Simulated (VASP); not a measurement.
# Quasiparticle energies of SiC in VASP, part 2 of 3

Aim: the quasiparticle gap of SiC, and what it costs to get it. The cell is of the wurtzite type, one of the forms listed for this formula. The start is a computed cell from the Materials Project.

VASP 6.6.1, plane waves and PAW; the level of theory is named at each step.

So far. Step 2 (Ground state): The cell has a gap of 2.26 eV on mesh and path and a pressure of +2.8 GPa, which holds the misfit of the given cell and coordinates with this functional, and any error of cutoff, mesh and data sets.

## 3. Empty bands

Level of this step: PBE; plane waves and PAW (Si_GW, C_GW) (VASP).

ALGO = Exact makes the empty bands from the converged ground state in one step. LOPTICS writes the k-derivatives of the orbitals (WAVEDER), which give the long-wavelength limit of the screening.

The input, INCAR:

```
SYSTEM = SiC
PREC = Accurate
ENCUT = 440
ISMEAR = 0
SIGMA = 0.01
LREAL = .FALSE.
GGA = PE
NBANDS = 96
ALGO = Exact
NELM = 1
LWAVE = .TRUE.
LCHARG = .FALSE.
LOPTICS = .TRUE.
NEDOS = 1000
CSHIFT = 0.1
```

The input, POSCAR:

```
SiC
1.0
    3.0735139282      0.0000000000      0.0000000000
   -1.5367569641      2.6617411407      0.0000000000
    0.0000000000      0.0000000000      5.0452477100
Si C
2 2
Direct
    0.3333333300      0.6666666700      0.4996024000
    0.6666666700      0.3333333300      0.9996024000
    0.3333333300      0.6666666700      0.8753976000
    0.6666666700      0.3333333300      0.3753976000
```

The input, KPOINTS:

```
Automatic mesh
0
Gamma
6 6 4
0 0 0
```

PAW data sets: Si_GW and C_GW (PBE family, release 64).

Launch:

```console
> mpirun -np 8 vasp_std
```

The log of the run:

```text
[banner, memory and clock lines left out]
running    8 mpi-ranks, on    1 nodes
 distrk:  each k-point on    8 cores,    1 groups
 distr:  one band on    1 cores,    8 groups

 POSCAR found type information on POSCAR SiC
 POSCAR found :  2 types and       4 ions
 [... a notice as in an earlier step ...]

 LDA part: xc-table for (Slater+PW92), standard interpolation
 found WAVECAR, reading the header
  number of bands has changed, file:    14 present:    96
  trying to continue reading WAVECAR, but it might fail
 POSCAR, INCAR and KPOINTS ok, starting setup
 FFT: planning ... GRIDC
 FFT: planning ... GRID_SOFT
 FFT: planning ... GRID
 reading WAVECAR
 random initialization beyond band           14
 the WAVECAR file was read successfully
 initial charge from wavefunction
 entering main loop
       N       E                     dE             d eps       ncg     rms          rms(c)
DIA:   1    -0.300627754583E+02   -0.30063E+02    0.00000E+00     0   0.000E+00
   1 F= -.30062775E+02 E0= -.30062775E+02  d E =-.380664E-64
 writing wavefunctions
 optical routines
 imaginary and real dielectric function
 recalculating local potential from charge density
 direction            1
 direction            2
 direction            3
```

The job ended after 5.8 s (8 MPI ranks of Intel Xeon 6975P-C (Granite Rapids), shared host; peak memory 1.3 GiB; 33 s of CPU time).

From OUTCAR (step 3):

```text
 Found     21 irreducible k-points:

   k-points           NKPTS =     21   k-points in BZ     NKDIM =     21   number of bands    NBANDS=     96

   NELECT =      16.0000    total number of electrons

 E-fermi :   8.0713

 k-point     1 :       0.0000    0.0000    0.0000
  band No.  band energies     occupation
    ...
      4       6.6342      2.00000
      5       6.6342      2.00000
      6       7.8386      2.00000
      7       7.9535      2.00000
      8       7.9535      2.00000
      9      12.7678      0.00000
     10      14.1719      0.00000
     11      14.6254      0.00000
     12      14.6254      0.00000
     13      15.7083      0.00000
    ...

 k-point     2 :       0.1667    0.0000    0.0000
  band No.  band energies     occupation
    ...
      4       4.4567      2.00000
      5       5.9442      2.00000
      6       6.3734      2.00000
      7       7.4786      2.00000
      8       7.6659      2.00000
      9      12.8324      0.00000
     10      14.7248      0.00000
     11      15.0681      0.00000
     12      15.2719      0.00000
     13      15.4125      0.00000
    ...

  Total        0.7472421      0.7472421      0.6553811      0.0000000     -0.0000000      0.0000000
  in kB       29.0060390     29.0060390     25.4402271      0.0000000     -0.0000000      0.0000000
  external PRESSURE =      27.8174350 kB  Pullay stress =       0.0000000 kB

 POSITION                                       TOTAL-FORCE (eV/Angst)
 -----------------------------------------------------------------------------------
     -0.00000      1.77449      2.52062         0.000000      0.000000     -0.004300
      1.53676      0.88725      5.04324        -0.000000      0.000000     -0.004300
     -0.00000      1.77449      4.41660         0.000000     -0.000000      0.004300
      1.53676      0.88725      1.89397        -0.000000     -0.000000      0.004300
 -----------------------------------------------------------------------------------
    total drift:                                0.000001     -0.000000     -0.000189

  FREE ENERGIE OF THE ION-ELECTRON SYSTEM (eV)
  ---------------------------------------------------
  free  energy   TOTEN  =       -30.0627754583 eV

  energy  without entropy=      -30.0627754583  energy(sigma->0) =      -30.06277546

 plasma frequency squared (from intraband transitions) (eV^2)
  --------------------------------------------------------------------------------------
       0.000       0.000       0.000
       0.000       0.000       0.000
       0.000       0.000       0.000

[... 8 parts as in an earlier step ...]

[... 5 further parts left out ...]
```

The gap is read on the k-mesh alone, so it is an upper bound where the band edges lie off the mesh.

A gap read on the k-mesh alone can miss the band edges.

Numbers from this step:

* gap on the k-mesh: 2.264 eV
* least direct gap on the k-mesh: 3.971 eV

WAVECAR now holds 96 bands for 16 electrons. Its independent-particle dielectric tensor has xx, yy, zz = 7.6, 7.6, 7.4 on this mesh, which isn't tested for convergence in mesh or bands and lacks local fields.

## 4. G0W0, ENCUTGW 100, bands in the sums 96

This step: G0W0 on PBE; plane waves and PAW (Si_GW, C_GW) (VASP 6.6.1).

One pass of GW corrects the levels to first order, with G and W from the starting orbitals.

The input, INCAR:

```
SYSTEM = SiC
PREC = Accurate
ENCUT = 440
ISMEAR = 0
SIGMA = 0.01
LREAL = .FALSE.
GGA = PE
NBANDS = 96
ALGO = EVGW0
NELMGW = 1
ENCUTGW = 100
NOMEGA = 48
PRECFOCK = Fast
NBANDSGW = 16
LWAVE = .FALSE.
LCHARG = .FALSE.
```

POSCAR is that of step 3.

KPOINTS is that of step 3.

Launch:

```console
> mpirun -np 8 vasp_std
```

The log of the run:

```text
[banner, memory and clock lines left out]
running    8 mpi-ranks, on    1 nodes
 distrk:  each k-point on    8 cores,    1 groups
 distr:  one band on    1 cores,    8 groups

 POSCAR found type information on POSCAR SiC
 POSCAR found :  2 types and       4 ions
 [... a notice as in an earlier step ...]

|                                                                             |
|           W    W    AA    RRRRR   N    N  II  N    N   GGGG   !!!           |
|           W    W   A  A   R    R  NN   N  II  NN   N  G    G  !!!           |
|           W    W  A    A  R    R  N N  N  II  N N  N  G       !!!           |
|           W WW W  AAAAAA  RRRRR   N  N N  II  N  N N  G  GGG   !            |
|           WW  WW  A    A  R   R   N   NN  II  N   NN  G    G                |
|           W    W  A    A  R    R  N    N  II  N    N   GGGG   !!!           |
|                                                                             |
|     The default for ENCUTGWSOFT is different in this version of VASP.       |
|     please manually set ENCUTGWSOFT =100 in the INCAR file.                 |
|                                                                             |

 LDA part: xc-table for (Slater+PW92), standard interpolation
 found WAVECAR, reading the header
 POSCAR, INCAR and KPOINTS ok, starting setup
 FFT: planning ... GRIDC
 FFT: planning ... GRID_SOFT
 FFT: planning ... GRID
 reading WAVECAR
 the WAVECAR file was read successfully
 initial charge from wavefunction
 available memory per node:     37.86 GB, setting MAXMEM to     38764

 The Fermi energy was updated, please check that it is located mid-gap
 values below the HOMO (VB) or above the LUMO (CB) will cause erroneous energies
 E-fermi :   9.0855

 calculate exact exchange contribution
 the WAVEDER file was read successfully
energies w=
    0.000    0.000    0.795    0.000    1.588    0.000    2.373    0.000
    3.150    0.000    3.916    0.000    4.669    0.000    5.409    0.000
    6.135    0.000    6.848    0.000    7.548    0.000    8.236    0.000
    8.915    0.000    9.586    0.000   10.250    0.000   10.911    0.000
   11.571    0.000   12.232    0.000   12.897    0.000   13.570    0.000
   14.253    0.000   14.951    0.000   15.668    0.000   16.408    0.000
   17.176    0.000   17.978    0.000   18.821    0.000   19.713    0.000
   20.663    0.000   21.683    0.000   22.786    0.000   23.989    0.000
   25.313    0.000   26.783    0.000   28.434    0.000   30.307    0.000
   32.459    0.000   34.968    0.000   37.938    0.000   41.518    0.000
   45.927    0.000   51.495    0.000   58.754    0.000   68.606    0.000
   82.725    0.000  104.598    0.000  142.896    0.000  226.815    0.000
 responsefunction array rank=     104
 LDA part: xc-table for (Slater+PW92), standard interpolation

 min. memory requirement per mpi rank    127.4 MB, per node   1019.6 MB

 allocating   6 responsefunctions rank=   104
 shmem allocating  48 responsefunctions rank=   104
 response function shared by NCSHMEM nodes    1
 Doing            6  frequencies on each core in blocks of           48
NQ=   1    0.0000    0.0000    0.0000,
|.........|.........|.........|.........|.........|.........|.........|.........
 performed        267000 updates of chi_q(r,r)
 total number of BLAS operations         20.96 Gflops
NQ=   2    0.1667    0.0000    0.0000,
|.........|.........|.........|.........|.........|.........|.........|.........
 performed        746000 updates of chi_q(r,r)
 total number of BLAS operations         58.53 Gflops
NQ=   3    0.3333   -0.0000    0.0000,
|.........|.........|.........|.........|.........|.........|.........|.........
 performed       1225000 updates of chi_q(r,r)
 total number of BLAS operations         93.86 Gflops
NQ=   4    0.5000    0.0000    0.0000,
|.........|.........|.........|.........|.........|.........|.........|.........
 performed       1593000 updates of chi_q(r,r)
 total number of BLAS operations        117.75 Gflops
NQ=   5    0.1667    0.1667    0.0000,
|.........|.........|.........|.........|.........|.........|.........|.........
 performed       2090000 updates of chi_q(r,r)
 total number of BLAS operations        155.21 Gflops
NQ=   6    0.3333    0.1667    0.0000,
|.........|.........|.........|.........|.........|.........|.........|.........
 performed       2661000 updates of chi_q(r,r)
 total number of BLAS operations        193.07 Gflops
NQ=   7    0.3333    0.3333    0.0000,
|.........|.........|.........|.........|.........|.........|.........|.........
 performed       2980000 updates of chi_q(r,r)
 total number of BLAS operations        213.77 Gflops
NQ=   8    0.0000    0.0000    0.2500,
|.........|.........|.........|.........|.........|.........|.........|.........
 performed       3268000 updates of chi_q(r,r)
 total number of BLAS operations        235.96 Gflops
NQ=   9    0.1667    0.0000    0.2500,
|.........|.........|.........|.........|.........|.........|.........|.........
 performed       3802000 updates of chi_q(r,r)
 total number of BLAS operations        276.19 Gflops
NQ=  10    0.3333   -0.0000    0.2500,
|.........|.........|.........|.........|.........|.........|.........|.........
 performed       4336000 updates of chi_q(r,r)
 total number of BLAS operations        313.18 Gflops
NQ=  11    0.5000    0.0000    0.2500,
|.........|.........|.........|.........|.........|.........|.........|.........
 performed       4759000 updates of chi_q(r,r)
 total number of BLAS operations        341.88 Gflops
NQ=  12    0.1667    0.1667    0.2500,
|.........|.........|.........|.........|.........|.........|.........|.........
 performed       5330000 updates of chi_q(r,r)
 total number of BLAS operations        384.89 Gflops
NQ=  13    0.3333    0.1667    0.2500,
|.........|.........|.........|.........|.........|.........|.........|.........
 performed       5975000 updates of chi_q(r,r)
 total number of BLAS operations        427.63 Gflops
NQ=  14    0.3333    0.3333    0.2500,
|.........|.........|.........|.........|.........|.........|.........|.........
 performed       6325000 updates of chi_q(r,r)
 total number of BLAS operations        451.86 Gflops
NQ=  15    0.0000    0.0000    0.5000,
|.........|.........|.........|.........|.........|.........|.........|.........
 performed       6592000 updates of chi_q(r,r)
 total number of BLAS operations        474.99 Gflops
NQ=  16    0.1667    0.0000    0.5000,
|.........|.........|.........|.........|.........|.........|.........|.........
 performed       7071000 updates of chi_q(r,r)
 total number of BLAS operations        511.81 Gflops
NQ=  17    0.3333   -0.0000    0.5000,
|.........|.........|.........|.........|.........|.........|.........|.........
 performed       7550000 updates of chi_q(r,r)
 total number of BLAS operations        541.50 Gflops
NQ=  18    0.5000    0.0000    0.5000,
|.........|.........|.........|.........|.........|.........|.........|.........
 performed       7918000 updates of chi_q(r,r)
 total number of BLAS operations        562.30 Gflops
NQ=  19    0.1667    0.1667    0.5000,
|.........|.........|.........|.........|.........|.........|.........|.........
 performed       8415000 updates of chi_q(r,r)
 total number of BLAS operations        600.54 Gflops
NQ=  20    0.3333    0.1667    0.5000,
|.........|.........|.........|.........|.........|.........|.........|.........
 performed       8986000 updates of chi_q(r,r)
 total number of BLAS operations        639.23 Gflops
NQ=  21    0.3333    0.3333    0.5000,
|.........|.........|.........|.........|.........|.........|.........|.........
 performed       9305000 updates of chi_q(r,r)
 total number of BLAS operations        659.93 Gflops
 resolving degeneracies of screened two electron integrals

 calculate QP shifts <psi_nk| G(iteration)W_0 |psi_nk>: iteration 1
 entering main loop
```

It took 44 s on 8 MPI ranks; peak memory 1.4 GiB; 4.6 min of CPU time.

Parts of OUTCAR (step 4):

```text
 Found     21 irreducible k-points:

   k-points           NKPTS =     21   k-points in BZ     NKDIM =    144   number of bands    NBANDS=     96

   NELECT =      16.0000    total number of electrons

 E-fermi :   9.0855

 QP shifts <psi_nk| G(iteration)W_0 |psi_nk>: iteration 1
 for sc-GW calculations column KS-energies equals QP-energies in previous step
 and V_xc(KS)=  KS-energies - (<T + V_ion + V_H > + <T+V_H+V_ion>^1  + <V_x>^1)
 k-point   1 :       0.0000    0.0000    0.0000
  band No.  KS-energies  QP-energies   sigma(KS)   V_xc(KS)     V^pw_x(r,r')   Z            occupation Imag(sigma)
    ...
      5       6.6342       6.1908     -14.9491     -14.3826     -17.4681       0.7828       2.0000       0.0766
      6       7.8386       7.5459     -15.1864     -14.8158     -17.3289       0.7899       2.0000       0.0654
      7       7.9535       7.6636     -15.2690     -14.9018     -17.4575       0.7895       2.0000       0.0670
      8       7.9535       7.6636     -15.2690     -14.9018     -17.4575       0.7895       2.0000       0.0670
      9      12.7678      13.4579     -11.3387     -12.2020      -6.9108       0.7995       0.0000      -0.0899
     10      14.1719      14.8898     -11.8663     -12.7832      -7.0553       0.7831       0.0000      -0.1112
     11      14.6254      15.3049     -10.4549     -11.3101      -5.6605       0.7944       0.0000      -0.1098
     12      14.6254      15.3049     -10.4549     -11.3101      -5.6605       0.7944       0.0000      -0.1098
    ...

 k-point   2 :       0.1667    0.0000    0.0000
  band No.  KS-energies  QP-energies   sigma(KS)   V_xc(KS)     V^pw_x(r,r')   Z            occupation Imag(sigma)
    ...
      5       5.9442       5.4330     -14.6612     -14.0054     -17.3123       0.7795       2.0000       0.0830
      6       6.3734       5.9345     -14.9867     -14.4241     -17.5717       0.7802       2.0000       0.0815
      7       7.4786       7.1456     -15.0403     -14.6173     -17.2401       0.7873       2.0000       0.0672
      8       7.6659       7.3406     -15.2193     -14.8068     -17.4838       0.7886       2.0000       0.0687
      9      12.8324      13.4146     -10.5120     -11.2375      -6.0650       0.8026       0.0000      -0.0923
     10      14.7248      15.4646     -11.3704     -12.3144      -6.4548       0.7837       0.0000      -0.1179
     11      15.0681      15.7552     -10.7607     -11.6338      -5.7374       0.7869       0.0000      -0.1243
     12      15.2719      16.1133     -11.5757     -12.6474      -6.6649       0.7851       0.0000      -0.1187
    ...

 k-point   3 :       0.3333   -0.0000    0.0000
  band No.  KS-energies  QP-energies   sigma(KS)   V_xc(KS)     V^pw_x(r,r')   Z            occupation Imag(sigma)
    ...
      5       3.5751       2.9478     -14.6033     -13.7729     -18.1373       0.7555       2.0000       0.1419
      6       4.9954       4.4026     -14.4318     -13.6645     -17.3353       0.7726       2.0000       0.0954
      7       6.1122       5.6410     -14.3143     -13.7124     -16.6946       0.7830       2.0000       0.0770
      8       7.0413       6.6453     -15.0498     -14.5452     -17.4604       0.7849       2.0000       0.0728
      9      11.3225      11.7955     -10.1798     -10.7631      -6.0120       0.8108       0.0000      -0.0818
     10      12.8526      13.4218     -10.6271     -11.3387      -6.2043       0.8000       0.0000      -0.0954
     11      15.1580      15.9540     -11.4255     -12.4343      -6.5671       0.7891       0.0000      -0.1145
     12      15.4019      16.0890     -10.3403     -11.2076      -5.3465       0.7922       0.0000      -0.1250
    ...

[... 8 parts as in an earlier step ...]

[... 5 further parts left out ...]
```

Numbers from this step:

```yaml
quasiparticle_gap_on_the_mesh: 2.875 eV
smallest_direct_quasiparticle_gap_on_the_mesh: 4.835 eV
gap_of_the_starting_orbitals_on_the_mesh: 2.264 eV
```

GW takes the gap from 2.264 to 2.875 eV. The value holds for 96 bands, ENCUTGW = 100 eV and this mesh, and isn't shown to be converged in them.

## 5. Empty bands

This step: PBE; plane waves and PAW (Si_GW, C_GW) (VASP 6.6.1).

The empty bands are made again, for the run that follows.

The input, INCAR:

```
SYSTEM = SiC
PREC = Accurate
ENCUT = 440
ISMEAR = 0
SIGMA = 0.01
LREAL = .FALSE.
GGA = PE
NBANDS = 160
ALGO = Exact
NELM = 1
LWAVE = .TRUE.
LCHARG = .FALSE.
LOPTICS = .TRUE.
NEDOS = 1000
CSHIFT = 0.1
```

POSCAR is that of step 4.

KPOINTS is that of step 4.

Launch:

```console
> mpirun -np 8 vasp_std
```

The log of the run:

```text
[banner, memory and clock lines left out]
running    8 mpi-ranks, on    1 nodes
[...]
[... a notice as in an earlier step ...]

 LDA part: xc-table for (Slater+PW92), standard interpolation
 found WAVECAR, reading the header
  number of bands has changed, file:    14 present:   160
  trying to continue reading WAVECAR, but it might fail
 POSCAR, INCAR and KPOINTS ok, starting setup
[...]
reading WAVECAR
 random initialization beyond band           14
 the WAVECAR file was read successfully
 initial charge from wavefunction
 entering main loop
       N       E                     dE             d eps       ncg     rms          rms(c)
DIA:   1    -0.300627754582E+02   -0.30063E+02    0.00000E+00     0   0.000E+00
   1 F= -.30062775E+02 E0= -.30062775E+02  d E =-.757538-106
 writing wavefunctions
 optical routines
 imaginary and real dielectric function
 recalculating local potential from charge density
 direction            1
 direction            2
 direction            3
```

It took 6.2 s on 8 MPI ranks; peak memory 1.3 GiB.

Parts of OUTCAR (step 5):

```text
  Total        0.7472421      0.7472421      0.6553811      0.0000000      0.0000000     -0.0000000
  in kB       29.0060390     29.0060390     25.4402271      0.0000000      0.0000000     -0.0000000
  external PRESSURE =      27.8174350 kB  Pullay stress =       0.0000000 kB

 POSITION                                       TOTAL-FORCE (eV/Angst)
 -----------------------------------------------------------------------------------
     -0.00000      1.77449      2.52062         0.000000      0.000000     -0.004300
      1.53676      0.88725      5.04324         0.000000     -0.000000     -0.004300
     -0.00000      1.77449      4.41660        -0.000000     -0.000000      0.004300
      1.53676      0.88725      1.89397         0.000000      0.000000      0.004300
 -----------------------------------------------------------------------------------
    total drift:                                0.000001     -0.000000     -0.000189

  FREE ENERGIE OF THE ION-ELECTRON SYSTEM (eV)
  ---------------------------------------------------
  free  energy   TOTEN  =       -30.0627754582 eV

  energy  without entropy=      -30.0627754582  energy(sigma->0) =      -30.06277546

[... 1 part as in an earlier step ...]

[... 2 further parts left out ...]
[key lines of the parts left out:]
E-fermi :   8.1067
```

WAVECAR now holds 160 bands for 16 electrons.

(Continued in part 3 of 3.)

[Lines on the potential files, build, host, timing and source positions are cut from VASP's logs without a mark.]

[Logs are printed without paths, hosts, clocks, repeated set-up lines and the standing remarks that a program may print on its own settings, such as how far it seeks lower states.]

[Hosts, paths, dates, database ids (printed as entryN), source tags and the programs' standing remarks are cut or masked in the printed files.]

[Pressures printed for these runs are not shown converged in the cutoff: they can be off by several GPa and have the wrong sign.]
